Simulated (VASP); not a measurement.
A cell of Eu (bcc) near equilibrium:

```xyz
1
Lattice="-2.2261 2.2261 2.2261 2.2261 -2.2261 2.2261 2.2261 2.2261 -2.2261" Properties=species:S:1:pos:R:3 pbc="T T T"
Eu     0.0000     0.0000     0.0000
```

Computed with r2SCAN meta-GGA, VASP's PBE PAW potentials (set 64) (plane waves; VASP).

The 4f electrons are frozen in the core of the lanthanide potential, so 4f levels, which can set the real gap, and their magnetism are missing.

```csv
run,ΔE (meV/atom),σxx,σyy,σzz,"largest shear component, with its sign (GPa)",largest force (eV/Å)
as it is,0.0,0.02,0.02,0.02,0.00,0.000
after one change,0.9,0.16,0.16,0.35,0.00,0.000
```
Stress is in GPa, positive when the cell is compressed.

### Question
What was changed between the two runs?
(A) isotropic strain of +0.5 %
(B) isotropic strain of +2.0 %
(C) biaxial strain of +1.0 % in the xz plane
(D) uniaxial strain of -1.5 % along z

### Answer
D, uniaxial strain of -1.5 % along z

The compound is Eu in the bcc structure.
